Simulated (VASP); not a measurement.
Computed with optB86b-vdW, VASP's PBE PAW potentials (set 64) (plane waves; VASP).

VASP input:

INCAR:
```
NSW=60
LREAL=F   # projection in real space or not
PARAM2=1.0
IBRION=2   # conjugate gradients
ALGO=Normal   # blocked Davidson
LUSE_VDW=T
AGGAC=0.0
PARAM1=0.1234
ISMEAR=0
EDIFFG=-0.02
SIGMA=0.05
LMAXMIX=4   # l cut-off of mixed one-centre charges
LASPH=T
ISIF=3   # ions, shape and volume
PREC=Accurate
LWAVE=F
SYSTEM=BaTiO3
LCHARG=F
GGA=MK
NELM=100
EDIFF=1E-6
ENCUT=520   # plane-wave cut-off (eV)
```

File POSCAR:
```
BaTiO3
1
    3.9643644387     0.0000000000     0.0000000000
    0.0000000000     3.9643644387     0.0000000000
    0.0000000000    -0.0000000000     4.0827869269
Ba Ti O
1 1 3
Direct
  1.0000000000   0.0000000000   0.0034388627
  0.5000000000   0.5000000000   0.5215175888
  0.5000000000   0.5000000000   0.9712792185
  1.0000000000   0.5000000000   0.4838821650
  0.5000000000   1.0000000000   0.4838821650
```

**KPOINTS**
```
kpoints
0
Gamma
 5 5 5
```

POTCAR, in this order: Ba_sv Ti_sv O (PBE.64 set). Program: vasp_std.

The run wrote:

**OSZICAR**
```
       N       E                     dE             d eps       ncg     rms          rms(c)
DAV:   1     0.459094278639E+03    0.45909E+03   -0.21653E+04   864   0.182E+03
DAV:   2     0.323523748201E+01   -0.45586E+03   -0.44833E+03  1088   0.485E+02
DAV:   3    -0.398975556645E+02   -0.43133E+02   -0.43084E+02  1272   0.143E+02
DAV:   4    -0.417273783992E+02   -0.18298E+01   -0.18291E+01  1208   0.266E+01
DAV:   5    -0.417949214858E+02   -0.67543E-01   -0.67540E-01  1216   0.374E+00    0.242E+01
DAV:   6    -0.312779786717E+02    0.10517E+02   -0.74348E+01  1360   0.791E+01    0.103E+01
DAV:   7    -0.312815390679E+02   -0.35604E-02   -0.12264E+01  1144   0.266E+01    0.697E+00
DAV:   8    -0.311061766597E+02    0.17536E+00   -0.10441E+00  1192   0.102E+01    0.283E+00
DAV:   9    -0.311326526149E+02   -0.26476E-01   -0.22378E-01  1104   0.367E+00    0.111E+00
DAV:  10    -0.311225831646E+02    0.10069E-01   -0.72641E-02  1152   0.280E+00    0.426E-01
DAV:  11    -0.311213893306E+02    0.11938E-02   -0.78770E-03  1248   0.773E-01    0.917E-02
DAV:  12    -0.311213237228E+02    0.65608E-04   -0.51012E-04   936   0.189E-01    0.358E-02
DAV:  13    -0.311213132342E+02    0.10489E-04   -0.17908E-04  1176   0.139E-01    0.154E-02
DAV:  14    -0.311213133257E+02   -0.91498E-07   -0.47093E-05  1320   0.668E-02    0.101E-02
DAV:  15    -0.311213130563E+02    0.26934E-06   -0.66996E-06  1088   0.247E-02
   1 F= -.31121313E+02 E0= -.31121313E+02  d E =-.311213E+02
       N       E                     dE             d eps       ncg     rms          rms(c)
DAV:   1    -0.314058465083E+02   -0.28453E+00   -0.91481E+00  1008   0.324E+01    0.455E+00
DAV:   2    -0.311533245680E+02    0.25252E+00   -0.10423E+00  1032   0.958E+00    0.163E+00
DAV:   3    -0.311179431558E+02    0.35381E-01   -0.31220E-01   960   0.336E+00    0.630E-01
DAV:   4    -0.311143854106E+02    0.35577E-02   -0.66075E-02  1304   0.174E+00    0.325E-01
DAV:   5    -0.311159524152E+02   -0.15670E-02   -0.55494E-03  1288   0.575E-01    0.216E-01
DAV:   6    -0.311178179063E+02   -0.18655E-02   -0.43464E-03  1344   0.335E-01    0.151E-01
DAV:   7    -0.311182963883E+02   -0.47848E-03   -0.62396E-04  1336   0.150E-01    0.771E-02
DAV:   8    -0.311184075452E+02   -0.11116E-03   -0.21650E-04  1224   0.108E-01    0.133E-02
DAV:   9    -0.311184123807E+02   -0.48355E-05   -0.35133E-05  1328   0.305E-02    0.903E-03
DAV:  10    -0.311184118584E+02    0.52237E-06   -0.32316E-06   728   0.131E-02
   2 F= -.31118412E+02 E0= -.31118412E+02  d E =0.290120E-02
       N       E                     dE             d eps       ncg     rms          rms(c)
DAV:   1    -0.312145309221E+02   -0.96119E-01   -0.26490E+00  1024   0.173E+01    0.246E+00
DAV:   2    -0.311403713348E+02    0.74160E-01   -0.29018E-01  1064   0.496E+00    0.875E-01
DAV:   3    -0.311293381556E+02    0.11033E-01   -0.75807E-02   984   0.176E+00    0.193E-01
DAV:   4    -0.311298354631E+02   -0.49731E-03   -0.15503E-02  1240   0.675E-01    0.197E-01
DAV:   5    -0.311300565953E+02   -0.22113E-03   -0.11313E-03  1232   0.298E-01    0.115E-01
DAV:   6    -0.311306899876E+02   -0.63339E-03   -0.13133E-03  1360   0.190E-01    0.692E-02
DAV:   7    -0.311307986436E+02   -0.10866E-03   -0.20755E-04  1312   0.986E-02    0.218E-02
DAV:   8    -0.311308105099E+02   -0.11866E-04   -0.29418E-05  1208   0.408E-02    0.413E-03
DAV:   9    -0.311308115160E+02   -0.10061E-05   -0.25474E-06   808   0.108E-02    0.131E-03
DAV:  10    -0.311308114650E+02    0.50959E-07   -0.23784E-07   432   0.400E-03
   3 F= -.31130811E+02 E0= -.31130811E+02  d E =-.949841E-02
       N       E                     dE             d eps       ncg     rms          rms(c)
DAV:   1    -0.311308334851E+02   -0.21969E-04   -0.78689E-04  1016   0.300E-01    0.425E-02
DAV:   2    -0.311308111889E+02    0.22296E-04   -0.85451E-05  1064   0.863E-02    0.152E-02
DAV:   3    -0.311308079714E+02    0.32175E-05   -0.23702E-05   952   0.304E-02    0.403E-03
DAV:   4    -0.311308080833E+02   -0.11191E-06   -0.44060E-06   808   0.128E-02
   4 F= -.31130808E+02 E0= -.31130808E+02  d E =-.949503E-02
       N       E                     dE             d eps       ncg     rms          rms(c)
DAV:   1    -0.311313613011E+02   -0.55333E-03   -0.11601E-01   864   0.316E+00    0.186E-01
DAV:   2    -0.311313372844E+02    0.24017E-04   -0.58757E-03   976   0.629E-01    0.112E-01
DAV:   3    -0.311311608836E+02    0.17640E-03   -0.73706E-04  1184   0.208E-01    0.553E-02
DAV:   4    -0.311311081495E+02    0.52734E-04   -0.22011E-04  1336   0.136E-01    0.252E-02
DAV:   5    -0.311311039733E+02    0.41762E-05   -0.41053E-05  1104   0.560E-02    0.107E-02
DAV:   6    -0.311311035345E+02    0.43879E-06   -0.39322E-06  1000   0.161E-02
   5 F= -.31131104E+02 E0= -.31131104E+02  d E =-.295451E-03
```

OUTCAR:
```
------------------------ aborting loop because EDIFF is reached ----------------------------------------
  FORCE on cell =-STRESS in cart. coord.  units (eV):
  Direction    XX          YY          ZZ          XY          YZ          ZX
  --------------------------------------------------------------------------------------
  Total        0.0223422      0.0223422      0.0285580      0.0000000      0.0000000      0.0000000
  in kB        0.5489667      0.5489667      0.7016943      0.0000000      0.0000000      0.0000000
  external PRESSURE =       0.5998759 kB  Pullay stress =       0.0000000 kB
  volume of cell :       65.21
      direct lattice vectors                 reciprocal lattice vectors
     3.988895559  0.000000000  0.000000000     0.250695960  0.000000000  0.000000000
     0.000000000  3.988895559  0.000000000     0.000000000  0.250695960  0.000000000
     0.000000000 -0.000000000  4.098120825     0.000000000 -0.000000000  0.244014279
 POSITION                                       TOTAL-FORCE (eV/Angst)
 -----------------------------------------------------------------------------------
      0.00000      3.98890      0.01332         0.000000      0.000000     -0.005178
      1.99445      1.99445      2.13513        -0.000000      0.000000     -0.016285
      1.99445      1.99445      3.98025        -0.000000      0.000000     -0.002412
      0.00000      1.99445      1.98453        -0.000000     -0.000000      0.011938
      1.99445      3.98890      1.98453        -0.000000     -0.000000      0.011938
 -----------------------------------------------------------------------------------
    total drift:                                0.000000      0.000000      0.000400
  FREE ENERGIE OF THE ION-ELECTRON SYSTEM (eV)
  ---------------------------------------------------
  free  energy   TOTEN  =       -31.1311035345 eV

  energy  without entropy=      -31.1311035345  energy(sigma->0) =      -31.13110353

 reached required accuracy - stopping structural energy minimisation
```
(Selected blocks of OUTCAR.)

### CONTCAR
```
BaTiO3
   1.00000000000000
     3.9888955591563779    0.0000000000000000    0.0000000000000000
     0.0000000000000000    3.9888955591563779    0.0000000000000000
     0.0000000000000000   -0.0000000000000000    4.0981208247957266
  Ba              Ti              O
     1     1     3
Direct
     0.0000000000000000    1.0000000000000000    0.0032508032399469
     0.5000000000000000    0.5000000000000000    0.5210027244879605
     0.5000000000000000    0.5000000000000000    0.9712374488570163
     0.0000000000000000    0.5000000000000000    0.4842545117075375
     0.5000000000000000    1.0000000000000000    0.4842545117075375
```

The compound is BaTiO3 in the tetragonal perovskite structure. This run relaxes it. Symmetry was kept, so distortions that lower it aren't found. The start is the result of an earlier pass.
